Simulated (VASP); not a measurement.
A convergence study with VASP on CaO (rock salt): one setting is varied, all else stays as given below, so the limit is that of these other settings. Each run relaxes cell and ions from the cell shown.

```
CELL_PARAMETERS angstrom
      0.00000     2.40500     2.40500
      2.40500     0.00000     2.40500
      2.40500     2.40500     0.00000
ATOMIC_POSITIONS crystal
  Ca 0.00000 0.00000 0.00000
  O  0.50000 0.50000 0.50000
```

Computed with LDA (Ceperley-Alder, Perdew-Zunger), VASP's LDA PAW potentials (set 64) (plane waves; VASP). The tightest run used: 700 eV cut-off, 14×14×14 Γ-centred mesh, Gaussian smearing of 0.050 eV, potentials Ca_sv O.

Gaps are read on the run's mesh, which can miss a band edge.

The settings run are 2×2×2 mesh; 3×3×3 mesh; 4×4×4 mesh; 5×5×5 mesh; 6×6×6 mesh; 7×7×7 mesh; 8×8×8 mesh; 9×9×9 mesh; 10×10×10 mesh; 11×11×11 mesh; 12×12×12 mesh; 13×13×13 mesh; 14×14×14 mesh. From which on does the relaxed volume stay within 0.1 Å³/atom of the tightest run?

From 3×3×3 mesh on: it is off by 0.034 there and by no more than 0.1 in any finer run, while 2×2×2 mesh is off by 0.202.
| setting | relaxed volume (Å³/atom) | E (eV/atom) | gap on the mesh (eV) | irreducible k-points | difference judged (Å³/atom) |
|---|---|---|---|---|---|
| 2×2×2 mesh | 13.331 | -6.9384 | 3.118 | 3 | 0.202 |
| 3×3×3 mesh | 13.163 | -7.0965 | 3.912 | 4 | 0.034 |
| 4×4×4 mesh | 13.135 | -7.1120 | 3.418 | 8 | 0.006 |
| 5×5×5 mesh | 13.130 | -7.1142 | 3.620 | 10 | 0.001 |
| 6×6×6 mesh | 13.129 | -7.1146 | 3.427 | 16 | 0.000 |
| 7×7×7 mesh | 13.129 | -7.1146 | 3.527 | 20 | 0.000 |
| 8×8×8 mesh | 13.129 | -7.1146 | 3.427 | 29 | 0.000 |
| 9×9×9 mesh | 13.129 | -7.1146 | 3.488 | 35 | 0.000 |
| 10×10×10 mesh | 13.129 | -7.1146 | 3.427 | 47 | 0.000 |
| 11×11×11 mesh | 13.129 | -7.1146 | 3.468 | 56 | 0.000 |
| 12×12×12 mesh | 13.129 | -7.1146 | 3.427 | 72 | 0.000 |
| 13×13×13 mesh | 13.129 | -7.1146 | 3.456 | 84 | 0.000 |
| 14×14×14 mesh | 13.129 | -7.1146 | 3.427 | 104 | 0.000 |

Left out are rungs that failed or repeat a setting and relaxations that didn't move; long series are thinned to 24 rows.

The compound is CaO in the rock salt structure.
